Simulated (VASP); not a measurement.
These are AM05 GGA, VASP's PBE PAW potentials (set 64) (plane waves; VASP) values and carry that method's errors.

VASP input:

### KPOINTS
```
Automatic mesh
0
Gamma
8 8 8
0 0 0
```

**INCAR**
```
ALGO=Normal
EDIFF=1E-7
ENCUT=520
GGA=AM
ISIF=2
ISMEAR=0
LASPH=.TRUE.
LCHARG=.FALSE.
LREAL=.FALSE.
LWAVE=.FALSE.
NELM=100
PREC=Accurate
SIGMA=0.05
SYSTEM=NaCl
```

**POSCAR**
```
NaCl
5.7410730
  0.0000000000   0.4999999634   0.4999999634
  0.4999999634   0.0000000000   0.4999999634
  0.4999999634   0.4999999634   0.0000000000
Na Cl
1 1
direct
  0.0000000000   0.0000000000   0.0000000000
  0.5000000000   0.5000000000   0.5000000000
```

POTCAR, in this order: Na_pv Cl (PBE.64 set). Program: vasp_std.

What does the run give for the energy per atom (σ→0), band gap (on the k-mesh)?

```
Property                          Result
------------------------  --------------
energy per atom (σ→0)     -3.344 eV/atom
band gap (on the k-mesh)         4.94 eV
```

### OSZICAR
```
...
DAV:   8    -0.668766544247E+01   -0.91245E-02   -0.14472E-02   659   0.122E+00    0.231E-01
DAV:   9    -0.668762941735E+01    0.36025E-04   -0.26001E-04   770   0.154E-01    0.155E-01
DAV:  10    -0.668787109419E+01   -0.24168E-03   -0.65721E-04   656   0.178E-01    0.819E-02
DAV:  11    -0.668785409589E+01    0.16998E-04   -0.35835E-05   749   0.431E-02    0.227E-02
DAV:  12    -0.668785484690E+01   -0.75102E-06   -0.84065E-06   662   0.194E-02    0.883E-03
DAV:  13    -0.668785562811E+01   -0.78120E-06   -0.13027E-06   656   0.807E-03    0.540E-04
DAV:  14    -0.668785555409E+01    0.74013E-07   -0.13875E-08   577   0.130E-03
   1 F= -.66878556E+01 E0= -.66878556E+01  d E =-.406696E-13
```

The compound is NaCl in the rock salt structure. This cell is one point of a volume scan, at 1.03 of the reference volume.
